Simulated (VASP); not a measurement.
Here is the system:

```
CELL_PARAMETERS angstrom
      0.00000     3.22350     3.22350
      3.22350     0.00000     3.22350
      3.22350     3.22350     0.00000
ATOMIC_POSITIONS crystal
  Te 0.25000 0.25000 0.25000
  Hg 0.00000 0.00000 0.00000
```

Level of theory: r2SCAN+rVV10, VASP's PBE PAW potentials (set 64) (plane waves; VASP 6.6.1). Settings: 400 eV cut-off, 7×7×7 Γ-centred mesh, Gaussian smearing of 0.050 eV, potentials Te Hg.

Energy and stress use the plane-wave basis of the starting cell.

Problem. The ions, cell shape and volume are relaxed. Predict the relaxed structure.

Solution. 
```
CELL_PARAMETERS angstrom
      0.00000     3.26905     3.26905
      3.26905     0.00000     3.26905
      3.26905     3.26905     0.00000
ATOMIC_POSITIONS crystal
  Te 0.25000 0.25000 0.25000
  Hg 0.00000 0.00000 0.00000
```
Space group F-43m (216), at a tolerance of 0.03 Å.

Problem. How do energy and volume change from the first to the last step?

Solution. The energy (σ→0) changes by -8.8 meV/atom and the volume by +4.3 %, in 3 ionic steps.

The structure comes from a measured HgTe entry (F-43m) of the Crystallography Open Database, whose conditions weren't checked. This run relaxes it. Symmetry was kept, so distortions that lower it aren't found.
